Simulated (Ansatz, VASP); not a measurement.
**Two plane-wave programs on TiBe2H6**

```
Ti Be H
1.0
     0.00000    3.10325    3.10325
     3.10325    0.00000    3.10325
     3.10325    3.10325    0.00000
Ti Be H
1 2 6
Direct
  0.00000 0.00000 0.00000
  0.75000 0.75000 0.75000
  0.25000 0.25000 0.25000
  0.50000 0.00000 0.00000
  0.00000 0.50000 0.50000
  0.00000 0.50000 0.00000
  0.50000 0.00000 0.50000
  0.00000 0.00000 0.50000
  0.50000 0.50000 0.00000
```

Change from the starting cell: ordered vacancies on the A sites of perovskite (Fm-3m, No. 225).

Alike in both runs: functional PBE; k mesh 10 × 10 × 10; occupations gaussian, width 0.1 eV; collinear spin.

Ansatz relaxed the structure, and its values are those at the end. VASP's run is a single point on that final structure, the one shown.

```csv
,VASP,Ansatz
version,VASP 6.6.1,Ansatz 0.2.0
potentials or method,"VASP PAW PBE potentials, release 64 (Ti_sv, Be, H)","scalar-relativistic, plane waves, PAW"
plane-wave cutoff (eV),520,420
valence electrons in the cell,22,22
```

VASP gave:

- gap on the k mesh at the Fermi level (eV): none
- pressure (GPa): -1.5
- net moment per atom (μB): 0.00
- size of the moment on the site where the two differ most (μB): 0.00

**Question.** What did Ansatz give for the same quantities?

**Answer.** gap on the k mesh at the Fermi level (eV): none; pressure (GPa): 0.0; net moment per atom (μB): 0.22; size of the moment on the site where the two differ most (μB): 1.22.

The net moments differ so much that the two runs ended in different magnetic states, which moves the other rows too. Site moments also hang on the region over which each program counts them. A gap of «none» marks a metal or a gap that the smearing closes.
